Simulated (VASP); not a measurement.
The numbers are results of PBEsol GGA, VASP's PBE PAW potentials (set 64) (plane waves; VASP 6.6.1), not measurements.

VASP ran on this input.

KPOINTS:
```
Regular mesh
0
gamma
8 8 8
0 0 0
```

File POSCAR:
```
CoSn
1
    2.6083467705    -4.5177890273     0.0000000000
    2.6083467705     4.5177890273    -0.0000000000
   -0.0000000000     0.0000000000     4.1649856556
Co Sn
3 3
Direct
  0.5000000000   1.0000000000   0.0000000000
  0.5000000000   0.5000000000   0.0000000000
  1.0000000000   0.5000000000   0.0000000000
  1.0000000000   1.0000000000   0.0000000000
  0.3333330000   0.6666670000   0.5000000000
  0.6666670000   0.3333330000   0.5000000000
```

**INCAR**
```
SYSTEM = CoSn
PREC = Accurate
ENCUT = 400
EDIFF = 1E-7
NELM = 100
ALGO = Normal
LREAL = .FALSE.
LASPH = .TRUE.
ISMEAR = -5
GGA = PS
LMAXMIX = 4
LWAVE = .FALSE.
LCHARG = .TRUE.
LORBIT = 11
NEDOS = 601
ISIF = 2
LEFG = .TRUE.
```

POTCAR, in this order: Co Sn_d (PBE.64 set). Program: vasp_std.

Output of the run:

### OUTCAR
```
 ion  position               nearest neighbor table
   1  0.500  0.000  0.000-   5 2.57   6 2.57   5 2.57   6 2.57   2 2.61   4 2.61   2 2.61   4 2.61
                             3 2.61   3 2.61
   2  0.500  0.500  0.000-   5 2.57   6 2.57   5 2.57   6 2.57   1 2.61   3 2.61   1 2.61   3 2.61
                             4 2.61   4 2.61
   3  0.000  0.500  0.000-   5 2.57   6 2.57   5 2.57   6 2.57   2 2.61   4 2.61   4 2.61   2 2.61
                             1 2.61   1 2.61
   4  0.000  0.000  0.000-   1 2.61   3 2.61   3 2.61   1 2.61   2 2.61   2 2.61   6 3.66   5 3.66
                             6 3.66   5 3.66   5 3.66   5 3.66   6 3.66   6 3.66   6 3.66   5 3.66
   5  0.333  0.667  0.500-   1 2.57   3 2.57   1 2.57   3 2.57   2 2.57   2 2.57   6 3.01   6 3.01
                             6 3.01   4 3.66   4 3.66   4 3.66   4 3.66   4 3.66   4 3.66
   6  0.667  0.333  0.500-   1 2.57   3 2.57   1 2.57   3 2.57   2 2.57   2 2.57   5 3.01   5 3.01
                             5 3.01   4 3.66   4 3.66   4 3.66   4 3.66   4 3.66   4 3.66
  LATTYP: Found a hexagonal cell.
 ALAT       =     5.2166934518
 C/A-ratio  =     0.7983957068
 Subroutine PRICEL returns:
 Original cell was already a primitive cell.
 Subroutine GETGRP returns: Found 24 space group operations
The static configuration has the point symmetry D_6h.
The dynamic configuration has the point symmetry D_6h.
 Subroutine INISYM returns: Found 24 space group operations
 Subroutine IBZKPT returns following result:
 Found     50 irreducible k-points:

 Following reciprocal coordinates:
            Coordinates               Weight
  0.000000  0.000000  0.000000      1.000000
  0.125000 -0.000000  0.000000      6.000000
  0.250000 -0.000000  0.000000      6.000000
  0.375000 -0.000000  0.000000      6.000000
  0.500000 -0.000000  0.000000      3.000000
  0.125000  0.125000  0.000000      6.000000
  0.250000  0.125000  0.000000     12.000000
  0.375000  0.125000  0.000000     12.000000
  0.250000  0.250000  0.000000      6.000000
  0.375000  0.250000  0.000000      6.000000
  0.000000  0.000000  0.125000      2.000000
  0.125000 -0.000000  0.125000     12.000000
  0.250000 -0.000000  0.125000     12.000000
...
```

File OSZICAR:
```
       N       E                     dE             d eps       ncg     rms          rms(c)
DAV:   1     0.638681696621E+03    0.63868E+03   -0.27097E+04  4132   0.230E+03
DAV:   2     0.559027965189E+02   -0.58278E+03   -0.57043E+03  4100   0.583E+02
DAV:   3    -0.356507593115E+02   -0.91554E+02   -0.89557E+02  4300   0.220E+02
DAV:   4    -0.399498217684E+02   -0.42991E+01   -0.42635E+01  4771   0.541E+01
DAV:   5    -0.400891321228E+02   -0.13931E+00   -0.13918E+00  5821   0.882E+00    0.163E+01
DAV:   6    -0.417562887039E+02   -0.16672E+01   -0.41958E+01  4933   0.604E+01    0.166E+01
DAV:   7    -0.372062086311E+02    0.45501E+01   -0.22495E+01  4852   0.461E+01    0.548E+00
DAV:   8    -0.370055303939E+02    0.20068E+00   -0.18859E+00  4454   0.928E+00    0.165E+00
DAV:   9    -0.369736748496E+02    0.31856E-01   -0.21506E-01  5160   0.518E+00    0.643E-01
DAV:  10    -0.369726932521E+02    0.98160E-03   -0.15704E-02  4708   0.112E+00    0.421E-01
DAV:  11    -0.369707915387E+02    0.19017E-02   -0.25089E-03  5442   0.488E-01    0.124E-01
DAV:  12    -0.369707372695E+02    0.54269E-04   -0.39063E-04  5259   0.154E-01    0.326E-02
DAV:  13    -0.369707445670E+02   -0.72975E-05   -0.47437E-05  5008   0.746E-02    0.102E-02
DAV:  14    -0.369707483017E+02   -0.37347E-05   -0.28175E-06  5464   0.143E-02    0.448E-03
DAV:  15    -0.369707497457E+02   -0.14440E-05   -0.65194E-07  4370   0.782E-03    0.776E-04
DAV:  16    -0.369707494966E+02    0.24915E-06   -0.76434E-08  2389   0.299E-03    0.304E-04
DAV:  17    -0.369707494648E+02    0.31739E-07   -0.14778E-08  2189   0.145E-03
   1 F= -.36970749E+02 E0= -.36970749E+02  d E =0.000000E+00
```

### OUTCAR
```
------------------------ aborting loop because EDIFF is reached ----------------------------------------
  FORCE on cell =-STRESS in cart. coord.  units (eV):
  Direction    XX          YY          ZZ          XY          YZ          ZX
  --------------------------------------------------------------------------------------
  Total       -0.0190802     -0.0190802      0.1038134      0.0000000     -0.0000000      0.0000000
  in kB       -0.3114284     -0.3114284      1.6944511      0.0000000     -0.0000000      0.0000000
  external PRESSURE =       0.3571981 kB  Pullay stress =       0.0000000 kB
  volume of cell :       98.16
      direct lattice vectors                 reciprocal lattice vectors
     2.608346770 -4.517789027  0.000000000     0.191692303 -0.110673605  0.000000000
     2.608346770  4.517789027  0.000000000     0.191692303  0.110673605  0.000000000
     0.000000000  0.000000000  4.164985656     0.000000000  0.000000000  0.240096865
 POSITION                                       TOTAL-FORCE (eV/Angst)
 -----------------------------------------------------------------------------------
      1.30417     -2.25889      0.00000         0.000000     -0.000000      0.000000
      2.60835      0.00000      0.00000         0.000000     -0.000000      0.000000
      1.30417      2.25889      0.00000         0.000000     -0.000000      0.000000
      0.00000      0.00000      0.00000         0.000000     -0.000000      0.000000
      2.60835      1.50593      2.08249         0.000000      0.000000      0.000000
      2.60835     -1.50593      2.08249        -0.000000     -0.000000      0.000000
 -----------------------------------------------------------------------------------
    total drift:                                0.000000      0.000000      0.000000
  FREE ENERGIE OF THE ION-ELECTRON SYSTEM (eV)
  ---------------------------------------------------
  free  energy   TOTEN  =       -36.9707494648 eV

  energy  without entropy=      -36.9707494648  energy(sigma->0) =      -36.97074946

 total charge

# of ion       s       p       d       tot
------------------------------------------
    1        0.412   0.489   7.491   8.392
    2        0.412   0.489   7.491   8.392
    3        0.412   0.489   7.491   8.392
    4        1.156   1.137  10.051  12.344
    5        1.127   1.292  10.084  12.503
    6        1.127   1.292  10.084  12.503
--------------------------------------------------
tot          4.644   5.189  52.691  62.524

 Electric field gradients after diagonalization (V/A^2)
 (convention: |V_zz| > |V_xx| > |V_yy|)
----------------------------------------------------------------------
 ion       V_xx      V_yy      V_zz     asymmetry (V_yy - V_xx)/ V_zz
----------------------------------------------------------------------
   1     -19.004    -2.005    21.009       0.809
   2     -18.999    -2.011    21.011       0.809
   3     -19.004    -2.005    21.009       0.809
   4    -221.208  -221.204   442.413       0.000
   5     113.283   113.282  -226.565       0.000
   6     113.283   113.282  -226.565       0.000
```
(Selected blocks of OUTCAR.)

For a metal the tetrahedron method with Blöchl corrections gives inexact stress and forces.

The compound is CoSn in the sg191 structure. It was relaxed first. The run is not spin-polarised, so no magnetic state was tried. The electron count is odd and the run is not spin-polarised, which forces a metal.
